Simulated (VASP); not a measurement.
These are PBEsol GGA, VASP's PBE PAW potentials (set 64) (plane waves; VASP) values and carry that method's errors.

The input files of a VASP run:

File POSCAR:
```
BAs
1.0
  0.0000000000   2.3900000000   2.3900000000
  2.3900000000   0.0000000000   2.3900000000
  2.3900000000   2.3900000000   0.0000000000
B As
1 1
Direct
  0.0000000000   0.0000000000   0.0000000000
  0.2500000000   0.2500000000   0.2500000000
```

**INCAR**
```
SYSTEM = BAs
PREC = Accurate
ENCUT = 520
EDIFF = 1E-6
NELM = 100
ALGO = Normal
LREAL = .FALSE.
LASPH = .TRUE.
ISMEAR = 0
SIGMA = 0.05
GGA = PS
LMAXMIX = 4
LWAVE = .FALSE.
LCHARG = .FALSE.
IBRION = 2
ISIF = 3
NSW = 60
EDIFFG = -0.01
```

KPOINTS:
```
Automatic mesh
0
Gamma
9 9 9
0 0 0
```

POTCAR, in this order: B As (PBE.64 set). Program: vasp_std.

The run wrote:

OSZICAR:
```
       N       E                     dE             d eps       ncg     rms          rms(c)
DAV:   1     0.137275680770E+02    0.13728E+02   -0.39856E+03   560   0.896E+02
DAV:   2    -0.123718628826E+02   -0.26099E+02   -0.25475E+02   848   0.108E+02
DAV:   3    -0.128070491735E+02   -0.43519E+00   -0.43519E+00   680   0.185E+01
DAV:   4    -0.128076345687E+02   -0.58540E-03   -0.58540E-03   792   0.761E-01
DAV:   5    -0.128076347897E+02   -0.22102E-06   -0.22101E-06   664   0.114E-02    0.482E+00
DAV:   6    -0.122803052199E+02    0.52733E+00   -0.15717E+00   576   0.636E+00    0.243E+00
DAV:   7    -0.122123186547E+02    0.67987E-01   -0.19855E-01   776   0.264E+00    0.901E-01
DAV:   8    -0.122030297778E+02    0.92889E-02   -0.20382E-02   616   0.945E-01    0.107E-01
DAV:   9    -0.122031586100E+02   -0.12883E-03   -0.48837E-04   680   0.185E-01    0.576E-02
DAV:  10    -0.122032234536E+02   -0.64844E-04   -0.13402E-04   576   0.788E-02    0.137E-02
DAV:  11    -0.122032259392E+02   -0.24856E-05   -0.38737E-06   864   0.171E-02    0.121E-02
DAV:  12    -0.122032256066E+02    0.33256E-06   -0.11413E-06   304   0.674E-03
   1 F= -.12203226E+02 E0= -.12203226E+02  d E =-.122032E+02
       N       E                     dE             d eps       ncg     rms          rms(c)
DAV:   1    -0.122033004055E+02   -0.74466E-04   -0.19487E-03   656   0.336E-01    0.437E-02
DAV:   2    -0.122032535562E+02    0.46849E-04   -0.78754E-05   568   0.544E-02    0.211E-02
DAV:   3    -0.122032398053E+02    0.13751E-04   -0.32980E-05   632   0.320E-02    0.687E-03
DAV:   4    -0.122032391269E+02    0.67843E-06   -0.18278E-06   544   0.888E-03
   2 F= -.12203239E+02 E0= -.12203239E+02  d E =-.135203E-04
       N       E                     dE             d eps       ncg     rms          rms(c)
DAV:   1    -0.122032641872E+02   -0.24382E-04   -0.34120E-04   656   0.140E-01    0.190E-02
DAV:   2    -0.122032557572E+02    0.84300E-05   -0.13556E-05   568   0.227E-02    0.932E-03
DAV:   3    -0.122032528571E+02    0.29001E-05   -0.57042E-06   616   0.133E-02    0.257E-03
DAV:   4    -0.122032525742E+02    0.28293E-06   -0.30200E-07   288   0.366E-03
   3 F= -.12203253E+02 E0= -.12203253E+02  d E =-.269675E-04
```

### OUTCAR
```
------------------------ aborting loop because EDIFF is reached ----------------------------------------
  FORCE on cell =-STRESS in cart. coord.  units (eV):
  Direction    XX          YY          ZZ          XY          YZ          ZX
  --------------------------------------------------------------------------------------
  Total        0.0015033      0.0015033      0.0015033      0.0000000      0.0000000      0.0000000
  in kB        0.0883454      0.0883454      0.0883454      0.0000000      0.0000000      0.0000000
  external PRESSURE =       0.0883454 kB  Pullay stress =       0.0000000 kB
  volume of cell :       27.26
      direct lattice vectors                 reciprocal lattice vectors
    -0.000000000  2.388803323  2.388803323    -0.209309823  0.209309823  0.209309823
     2.388803323  0.000000000  2.388803323     0.209309823 -0.209309823  0.209309823
     2.388803323  2.388803323 -0.000000000     0.209309823  0.209309823 -0.209309823
  FREE ENERGIE OF THE ION-ELECTRON SYSTEM (eV)
  ---------------------------------------------------
  free  energy   TOTEN  =       -12.2032525742 eV

  energy  without entropy=      -12.2032525741  energy(sigma->0) =      -12.20325257

 reached required accuracy - stopping structural energy minimisation
```
(Selected blocks of OUTCAR.)

### CONTCAR
```
BAs
   1.00000000000000
    -0.0000000000000000    2.3888033233555124    2.3888033233555124
     2.3888033233555124    0.0000000000000000    2.3888033233555124
     2.3888033233555124    2.3888033233555124   -0.0000000000000000
  B               As
     1     1
Direct
     0.0000000000000000    0.0000000000000000    0.0000000000000000
     0.2500000000000000    0.2500000000000000    0.2500000000000000
```

The compound is BAs in the zinc blende structure. This run relaxes it. Symmetry was kept, so distortions that lower it aren't found.
